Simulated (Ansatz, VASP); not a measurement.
## GeMo in two plane-wave programs

Wanted: the spread between two codes on one cell, functional and k mesh. The cell is invented: As first built, before any earlier steps moved the atoms (in the runner's words): it takes the WC structure with all of its atoms replaced by other elements, volume scaled by an estimate. It may not be a known or stable phase. The cell is taken from a series of VASP runs on this material, whose earlier steps may have relaxed, scaled or displaced it; both programs get it as it stands.

Main program and level: Ansatz 0.2.0; plane waves, with VASP 6.6.1 beside it; band structure at HSE06.

## Step 1: Set-up

It takes space group P-6m2 (No. 187, hexagonal). Conventional cell: a = 3.212 Å, b = 3.212 Å, c = 3.590 Å, α = 90.00°, β = 90.00°, γ = 120.00°. Mo has 6 Ge at 2.58 Å nearest. Nearest to Ge lie 6 Mo at 2.58 Å. As first built, before any earlier steps moved the atoms (in the runner's words): sites of the WC structure (space group 187) filled with other elements, volume scaled by an estimate. Farther neighbours are not listed.

## Step 2: Ansatz: band structure, HSE06

Ansatz runs on its default PAW (the set named soft_2) files.

A single point gives forces, pressure and levels at one fixed geometry, so differences don't come from the geometry; what else differs is listed under the comparison.

The input, input.yaml:

```yaml
crystal:
  lattice:
    - [3.2123678541, 1.45e-08, 0.0]
    - [-1.606183397, 2.7819918837, 0.0]
    - [0.0, 0.0, 3.5904304994]
  atoms:
    - { symbol: Mo, position: [0.0, 0.0, 0.0] }
    - { symbol: Ge, position: [0.66666667, 0.33333333, 0.5] }
hamiltonian:
  xc: { exchange: pbe, correlation: pbe, exx: { coeff: 0.25, omega: 0.2 } }
  pseudopotentials: { kind: paw }
kpoints:
  mp_grid: { grid: [5, 5, 4] }
  band_path:
    path:
      - [0.0, 0.0, 0.0]
      - [0.44444, 0.0, 0.0]
      - [0.38889, 0.22222, 0.0]
      - [0.18519, 0.18519, 0.0]
      - [0.0, 0.0, 0.11111]
      - [0.0, 0.0, 0.5]
      - [0.44444, 0.0, 0.5]
      - [0.38889, 0.22222, 0.5]
      - [0.18519, 0.18519, 0.5]
      - [0.5, 0.0, 0.38889]
      - [0.33333, 0.33333, 0.0]
      - [0.33333, 0.33333, 0.5]
    npoints: 1
scf:
  occupations: { method: gaussian, width: 0.02 }
  n_extra_bands: 7
output:
  forces: true
  stress: true
  eigenvalues: true
  write_density: true
  write_potential: true
  elf: true
  volumetric_format: npy
```

Started as:

```
$ ansatz run input.yaml --threads 4 --pin off --max-ram 9216MiB --backend cpu --events-out ev --progress --plain --runs-dir out
```

Numbers of over 12 decimals in the logs are rounded to 6 here.

Log:

```text
Warning: the atoms were moved onto the symmetric positions of the space group found under crystal.symmetry.tolerance 1.0e-5 (fractional; no operation is sought that the atoms, as they stand in a round, miss by more than twice it, and no atom is moved by as much as it), and the run uses the moved positions. Before a round's move an operation carried an atom to 1.61e-8 Å from where it should land, the largest such dist [...]
Warning: output.stress: scf.convergence.dr2_threshold = 1e-7 eV (the SCF's general default) is looser than the 2e-10 eV advised for a printed stress (1e-10 eV for each atom of the cell: 2). What an SCF threshold leaves in a stress goes as its square root, and in the free energy as the threshold itself, and one threshold admits the most on a small cell: [figures from the program's tests cut] Set scf.convergence.dr2_threshold to 2e-10 eV or tighter. The threshold is an SCF's pass mark: one that does not reach it within its budget of iterations ends unconverged, or closes short of it on a stop that the run arms, and scf.convergence.dr2_threshold's page says what that costs each kind of run
Warning: output.stress: scf.exx.energy_threshold = 1e-6 eV is looser than the 2e-8 eV advised for a stress under a hybrid functional (1e-8 eV for each atom of the cell: 2). Every SCF of the exchange loop can meet its threshold on dr2 while the loop round them stops early: no threshold on dr2 bounds what that leaves in the stress. Set scf.exx.energy_threshold to 2e-8 eV or tighter. The threshold is the loop's pass mark: a loop that does not reach it within its budget of cycles ends unconverged, and scf.exx.energy_threshold's page has the law
scf.n_extra_bands = 7 over 14 filled bands (N_el = 28.0): the run solves 21 bands
Engine: ansatz 0.2.0, aarch64-unknown-linux-gnu
Pseudopotentials: kind: paw
Pseudopotential: Mo, paw, valence charge 14, recommended cutoff 420 eV (normal), Mo.paw.azcp
Pseudopotential: Ge, paw, valence charge 14, recommended cutoff 420 eV (normal), Ge.paw.azcp
Functional definition: unnamed
  parameter a_1 = 0.25
  parameter omega_1 = 0.2/angstrom
  exchange = pbe_x + (-a_1)*pbe_x_sr(omega_1) + a_1*exact_x_sr(omega_1)
  correlation = pbe_c
Crystal: 2 atoms, lattice volume = 32.087 Å³
Basis set: ecut = 420 eV, 647 PW (Γ), exchange–correlation on 48×48×48 points (8 copies of the dense FFT grid, shifted against one another)
Bands: 21, of which v1, the nominal top of the filled ones, is band 14 counted from 1 (13 counted from 0)
Symmetry: 12 space group operations
Space group: P-6m2 (ITA 187), of the structure as read, at distance tolerance 3.2e-5 Å
k-points: 15 of 100 (time reversal used)
Non-local potential: Mo, projectors of the file, l = 0: 3, l = 1: 2, l = 2: 2, l = 3: 1
Non-local potential: Ge, projectors of the file, l = 0: 2, l = 1: 2, l = 2: 3, l = 3: 1
PAW form: soft (Blöchl's): semilocal exchange-correlation on the pseudo side does not see the compensation charge
PAW frozen core: Mo, regenerated for the run's functional, and the local potential with it (the file was generated under x = pbe(κ = 0.804, μ = 0.219515), c = pbe(β = 0.066725))
PAW frozen core: Ge, regenerated for the run's functional, and the local potential with it (the file was generated under x = pbe(κ = 0.804, μ = 0.219515), c = pbe(β = 0.066725))
PAW one-centre angular grid: Mo, 590 points (default); XC on 64 Gauss nodes
PAW one-centre angular grid: Ge, 590 points (default); XC on 64 Gauss nodes
Initial density: superposition of atomic densities (neutral atoms: chi_scale 0, normalization atom), corrected by the library's trained network
Initial wavefunctions: pseudopotential atomic-orbital guess
Functional: x = pbe(κ = 0.804, μ = 0.219515), c = pbe(β = 0.066725), warm-up for x = pbe(κ = 0.804, μ = 0.219515) + 0.25 (exact − pbe) at short range (hse, ω = 0.2 Å⁻¹), c = pbe(β = 0.066725)
SCF iter   1: F=—  HF=-9251.073237 eV  |F-HF|=—  |Δ(HF+E_count)|=         —  Δρ=8.35e-3  dr2=2.27e-2  ethr=1.77e-3  ⟨swp⟩=6.9  Hψ=1271  notcnv=0
preconditioner: auto → none  [insulator: Δε(μ)=0.073 eV  Ē_g=20.304 eV  σ=0.020 eV  W_gap=0.99  n_scr=8 (ndim 8)  ℏωp=29.3 eV  f_vac=0.000  D(μ)=0.15/eV (n_scr^D=0)]
SCF iter   2: F=—  HF=-9251.070606 eV  |F-HF|=—  |Δ(HF+E_count)|=   2.63e-3  Δρ=3.41e-3  dr2=3.06e-3  ethr=8.11e-5  ⟨swp⟩=3.0  Hψ=656  notcnv=0  defer=1
iter 3 solved again at ethr=1.50e-7 eV; its pass at ethr=1.09e-5 eV (dr2=4.19e-5 eV) is discarded
SCF iter   3: F=—  HF=-9251.070646 eV  |F-HF|=—  |Δ(HF+E_count)|=   3.99e-5  Δρ=5.56e-4  dr2=4.22e-5  ethr=1.50e-7  ⟨swp⟩=3.3  Hψ=1276  notcnv=0  defer=2
SCF iter   4: F=—  HF=-9251.070664 eV  |F-HF|=—  |Δ(HF+E_count)|=   1.86e-5  Δρ=2.45e-4  dr2=2.00e-5  ethr=1.50e-7  ⟨swp⟩=3.1  Hψ=675  notcnv=0  defer=1
SCF iter   5: F=—  HF=-9251.070656 eV  |F-HF|=—  |Δ(HF+E_count)|=   7.93e-6  Δρ=3.94e-5  dr2=1.92e-7  ethr=7.13e-8  ⟨swp⟩=3.1  Hψ=611  notcnv=0  defer=1
SCF iter   6: F=—  HF=-9251.070657 eV  |F-HF|=—  |Δ(HF+E_count)|=   1.22e-7  Δρ=1.01e-5  dr2=1.78e-8  ethr=6.87e-10  ⟨swp⟩=3.1  Hψ=688  notcnv=0  defer=1
SCF iter   7: F=-9251.070657 eV  HF=-9251.070657 eV  |F-HF|=2.15e-10  |Δ(HF+E_count)|=   1.34e-9  Δρ=1.98e-6  dr2=6.30e-10  ethr=6.36e-11  ⟨swp⟩=3.1  Hψ=623  notcnv=0  defer=2
SCF 1 converged in 7 iterations: F = -9251.070657 eV  dr2 = 6.30e-10
[...]
Frozen-core exchange: fock
[...]
preconditioner: auto → none  [insulator: Δε(μ)=0.036 eV  Ē_g=22.948 eV  σ=0.020 eV  W_gap=0.63  n_scr=8 (ndim 8)  ℏωp=29.3 eV  f_vac=0.000  D(μ)=3.75/eV (n_scr^D=58)]
[...]
SCF 4 stopped early in 12 iterations: F = -9253.839036 eV  dr2 = 1.62e-4
hybrid outer 3: dexx = +5.348e-3 eV, tail = inf eV, Δε = 9.35e-2 eV (about 3.57e-2 eV left of the loop's levels)
Exchange kernel: α = 0.2500, screened, ω = 0.2000 Å⁻¹, Wigner–Seitz truncation, v(0) = 1104.2119 eV·Å³, q-mesh 5×5×4, nearest image of the exchange supercell L = 14.36 Å, pair-density grid 15×15×18, without the augmentation charges, whose exchange is taken in its separable form by FFT convolution over the k-point mesh (sized by the pseudopotential files, 20×20×24 at the most), smooth part of the exact exchange by density-matrix convolution
Frozen-core exchange: fock
[...]
preconditioner: auto → none  [insulator: Δε(μ)=0.140 eV  Ē_g=23.017 eV  σ=0.020 eV  W_gap=0.67  n_scr=8 (ndim 8)  ℏωp=29.3 eV  f_vac=0.000  D(μ)=6.23/eV (n_scr^D=108)]
[...]
SCF iter   9: F=—  HF=-9253.839125 eV  |F-HF|=—  |Δ(HF+E_count)|=   1.91e-7  Δρ=4.77e-6  dr2=1.15e-8  ethr=1.00e-12  ⟨swp⟩=4.9  Hψ=976  notcnv=0
SCF iter  10: F=—  HF=-9253.839125 eV  |F-HF|=—  |Δ(HF+E_count)|=   4.36e-9  Δρ=6.14e-7  dr2=3.56e-10  ethr=1.00e-12  ⟨swp⟩=4.0  Hψ=804  notcnv=0
SCF iter  11: F=—  HF=-9253.839125 eV  |F-HF|=—  |Δ(HF+E_count)|=  3.64e-11  Δρ=5.23e-8  dr2=2.43e-10  ethr=1.00e-12  ⟨swp⟩=2.0  Hψ=527  notcnv=0
Mixer restart at iter 11: flushing history
SCF iter  12: F=—  HF=-9253.839125 eV  |F-HF|=—  |Δ(HF+E_count)|=   1.88e-9  Δρ=4.73e-7  dr2=8.54e-11  ethr=1.00e-12  ⟨swp⟩=3.2  Hψ=708  notcnv=0
SCF iter  13: F=—  HF=-9253.839125 eV  |F-HF|=—  |Δ(HF+E_count)|=  7.28e-12  Δρ=2.70e-7  dr2=4.95e-11  ethr=1.00e-12  ⟨swp⟩=2.7  Hψ=543  notcnv=0
SCF iter  14: F=—  HF=-9253.839125 eV  |F-HF|=—  |Δ(HF+E_count)|=  1.09e-11  Δρ=1.58e-7  dr2=1.43e-11  ethr=1.00e-12  ⟨swp⟩=2.2  Hψ=532  notcnv=0
SCF iter  15: F=-9253.839125 eV  HF=-9253.839125 eV  |F-HF|=0.00e0  |Δ(HF+E_count)|=  7.28e-12  Δρ=5.14e-8  dr2=1.40e-12  ethr=1.00e-12  ⟨swp⟩=2.1  Hψ=530  notcnv=0
SCF 5 converged in 15 iterations: F = -9253.839125 eV  dr2 = 1.40e-12
  Residual-converged pass: ⟨swp⟩=3.4  Hψ=743  notcnv=0  max |occ|·‖R‖ = 9.9e-9 eV (tolerance 1.0e-8 eV)  dr2=1.38e-12  dr2_onsite=1.33e-13  max |Δocc| = 7.7e-14
hybrid outer 4: dexx = +6.317e-6 eV, tail = inf eV, Δε = 1.27e-2 eV (about 2.43e-3 eV left of the loop's levels)
Exchange kernel: α = 0.2500, screened, ω = 0.2000 Å⁻¹, Wigner–Seitz truncation, v(0) = 1104.2119 eV·Å³, q-mesh 5×5×4, nearest image of the exchange supercell L = 14.36 Å, pair-density grid 15×15×18, without the augmentation charges, whose exchange is taken in its separable form by FFT convolution over the k-point mesh (sized by the pseudopotential files, 20×20×24 at the most), smooth part of the exact exchange by density-matrix convolution
Frozen-core exchange: fock
SCF iter   1: F=—  HF=-9253.839125 eV  |F-HF|=—  |Δ(HF+E_count)|=         —  Δρ=1.27e-6  dr2=5.26e-10  ethr=4.76e-10  ⟨swp⟩=4.7  Hψ=754  notcnv=0
preconditioner: auto → none  [insulator: Δε(μ)=0.140 eV  Ē_g=23.019 eV  σ=0.020 eV  W_gap=0.67  n_scr=8 (ndim 8)  ℏωp=29.3 eV  f_vac=0.000  D(μ)=6.24/eV (n_scr^D=108)]
SCF iter   2: F=-9253.839125 eV  HF=-9253.839125 eV  |F-HF|=1.66e-10  |Δ(HF+E_count)|=  1.09e-10  Δρ=8.34e-7  dr2=2.12e-10  ethr=1.82e-12  ⟨swp⟩=3.9  Hψ=733  notcnv=0  defer=1
SCF 6 converged in 2 iterations: F = -9253.839125 eV  dr2 = 2.12e-10
  Residual-converged pass: ⟨swp⟩=2.0  Hψ=445  notcnv=0  max |occ|·‖R‖ = 2.4e-6 eV (tolerance 2.4e-6 eV)  dr2=2.13e-10  dr2_onsite=1.20e-11  max |Δocc| = 8.2e-14
hybrid outer 5: dexx = +1.429e-10 eV, tail = 6.10e-10 eV, Δε = 3.95e-5 eV (about 3.04e-5 eV left of the loop's levels), ΔF = 3.70e-17 eV/Å (tail 3.15e-4)
NSCF: frozen V_eff on 12 k-points
hybrid SCF converged: 5 outer / 41 inner (+7 warm-up), last move |dexx| = 1.43e-10 eV, tail = 6.10e-10 eV
Stability not checked: this state was not tested for a lower state beside it, because the functional holds exact exchange (a hybrid, or Hartree-Fock), whose exchange loop this test does not read (fock_operator; see scf.lower_state_search)
Free energy (F): -9253.839125 eV
Frozen-core exchange: fock
Harris-Foulkes:  -9253.839125 eV  (|F-HF|=1.66e-10)
Internal energy: -9253.837877 eV  (E = F + TS)
E sigma→0 (E₀):  -9253.838501 eV
Entropy (-TS):   -0.001248 eV (-0.624 meV/atom)
Fermi energy:    16.564726 eV
--- Per-component energies (eV) ---
  E_band       = -214.178152
  E_kinetic    = 551.978862
  E_local      = -2874.200064  (includes V_loc(G=0)·N_el)
  E_nonlocal   = 561.758680
  E_hartree    = 1182.863720
  E_xc         = -208.131664
  E_vxc        = -234.282050  (∫ρ·V_xc dr)
  E_exx        = -96.821435  (= α·E_x^exact, valence–valence)
  E_paw        = -5178.637284  (= ΣΔE_a)
  E_vpaw       = -391.518224  (= ΣTr[D̂ρ^β])
  E_aug_tail   = 0.000333  (compensation charges beyond the density's cutoff)
  E_ewald      = -3191.844803
  E_core_change = -0.804222  (= ΣΔE_core)
  E_smearing   = -0.001248  (= −TS)
  E_closure    = 0.000000  (closes the sum)
  Σ components = -9253.839125   (vs F -9253.839125, Δ=0.00e0)
--- Forces (eV/Å), atoms counted from 1 ---
  atom   1  Mo     0.00000000    -0.00000000     0.00000000
  atom   2  Ge    -0.00000000    -0.00000000     0.00000000
  max |Σ_I F_I| component: 8.33e-17 eV/Å
--- Stress (GPa, compression-positive) ---
       -4.639866      -0.000000       0.000000
       -0.000000      -4.639866       0.000000
        0.000000       0.000000      -7.826901
  P = ⅓ Tr σ = -5.7022 GPa (-57.022 kbar)
--- Band table (eV; the first three rows and the last of 15) ---
  k-point 0: bands = [... 10 lower, 12.9221, 14.7692, 14.7692, 16.7480, 17.2154, 17.2154, 24.3450, 24.3450, ... 3 higher]
  k-point 1: bands = [... 10 lower, 11.3649, 15.0979, 15.0979, 16.4307, 16.4307, 16.7442, 24.3481, 24.3481, ... 3 higher]
  k-point 2: bands = [... 10 lower, 9.2081, 15.6235, 15.6235, 15.6556, 15.6556, 17.3755, 23.6519, 23.6519, ... 3 higher]
  k-point 14: bands = [... 10 lower, 11.2081, 11.9968, 14.2760, 15.2480, 18.3674, 20.7097, 21.1568, 22.6692, ... 3 higher]
```

Elapsed: 20 s, on 4 threads of Arm Neoverse V2, shared host; peak memory 0.76 GiB; 73 s of CPU time.

The column dr2 measures how far the density is from self-consistency, as an energy; F and HF (Harris–Foulkes) agree once it is small.

[end of part 1 of 2]

[Lines on the potential files, build, host, timing and source positions are cut from VASP's logs without a mark.]

[Logs are printed without paths, hosts, clocks, repeated set-up lines and the standing remarks that a program may print on its own settings, such as how far it seeks lower states.]

[Hosts, paths, dates, database ids (printed as entryN), source tags and the programs' standing remarks are cut or masked in the printed files.]
